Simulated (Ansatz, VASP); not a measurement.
# Two plane-wave programs on Mg2Re

```
Mg Re
1.0
    -1.38579    1.38579    6.93528
     1.38579   -1.38579    6.93528
     1.38579    1.38579   -6.93528
Mg Re
2 1
Direct
  0.65354 0.65354 0.00000
  0.34646 0.34646 0.00000
  0.00000 0.00000 0.00000
```

Alike in both runs: functional PBE; k mesh 6 × 6 × 6; occupations gaussian, width 0.1 eV; no spin polarisation.

Ansatz relaxed the structure, and its values are those at the end. VASP's run is a single point on that final structure, the one shown.

|  | VASP | Ansatz |
| --- | --- | --- |
| version | VASP 6.6.1 | Ansatz 0.2.0 |
| potentials or method | VASP PAW PBE potentials, release 64 (Mg, Re) | scalar-relativistic, plane waves, PAW |
| plane-wave cutoff (eV) | 520 | 420 |
| valence electrons in the cell | 11 | 35 |

VASP gave:

- gap on the k mesh at the Fermi level (eV): none
- pressure (GPa): -0.3
- rms of the force components (eV/Å): 0.001

Problem. Which values does Ansatz return?

Solution. gap on the k mesh at the Fermi level (eV): none; pressure (GPa): 0.0; rms of the force components (eV/Å): 0.005.

A gap of «none» marks a metal or a gap that the smearing closes. With one functional, cell and mesh, what is left measures potentials, basis and numerics. The two sets of potentials don't hold the same shells in valence.

Caveats: the k mesh is coarse (spacing up to 0.53 Å⁻¹), so the values aren't converged. The runs have no spin-orbit coupling, so splittings on Re are missing.
